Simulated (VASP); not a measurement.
Given:

```xyz
2
Lattice="2.8769 0.0000 0.0000 0.0000 2.8769 0.0000 0.0000 0.0000 2.8769" Properties=species:S:1:pos:R:3 pbc="T T T"
Mn     0.0000     0.0000     0.0000
Ge     1.4385     1.4385     1.4385
```

Computed with PBEsol GGA, VASP's PBE PAW potentials (set 64) (plane waves; VASP). Settings: 400 eV cut-off, 14×14×14 Γ-centred mesh, tetrahedra with Blöchl corrections, potentials Mn_pv Ge_d.

### Question
Predict the energy per atom (σ→0), band gap (on the k-mesh) with the smallest direct gap where there is one.

### Answer

```
Quantity                                                    Result
------------------------  ----------------------------------------
band gap (on the k-mesh)  none (metal, semimetal or under 0.01 eV)
energy per atom (σ→0)                               -7.301 eV/atom
```

The structure was generated: MnGe was put into the CsCl type (Pm-3m), which need not be its known phase. It was relaxed first, which changed the volume by -12 %. The run is not spin-polarised, so no magnetic state was tried. The electron count is odd and the run is not spin-polarised, which forces a metal.
